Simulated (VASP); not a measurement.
Data:

```yaml
crystal:
  lattice:
    - [1.94820, -3.37438, 0.00000]
    - [1.94820, 3.37438, 0.00000]
    - [0.00000, 0.00000, 6.38520]
  atoms:
    - { symbol: Zn, position: [0.66667, 0.33333, 0.50000] }
    - { symbol: Zn, position: [0.33333, 0.66667, 0.00000] }
    - { symbol: S, position: [0.66667, 0.33333, 0.87500] }
    - { symbol: S, position: [0.33333, 0.66667, 0.37500] }
```

Level of theory: PBE GGA, VASP's PBE PAW potentials (set 64) (plane waves; VASP). Run with 400 eV cut-off, 6×6×3 Γ-centred mesh, first-order Methfessel-Paxton smearing of 0.10 eV, potentials Zn S.

**Question.** Predict the energy per atom (σ→0), pressure, band gap (on the k-mesh) with the smallest direct gap where there is one.

**Answer.** 
```json
{
  "band gap (on the k-mesh)": "1.91 eV",
  "smallest direct gap (on the k-mesh)": "1.91 eV",
  "energy per atom (σ→0)": "-3.416 eV/atom",
  "pressure": "-2.55 GPa"
}
```

Total energies compare only between runs with the same potentials, cut-off and functional.

The compound is ZnS in the wurtzite structure, the high-temperature form. The cell was not relaxed at this level. The run is one of a series of settings (ISMEAR = 1, SIGMA = 0.1 against the base run), some of them coarse on purpose.
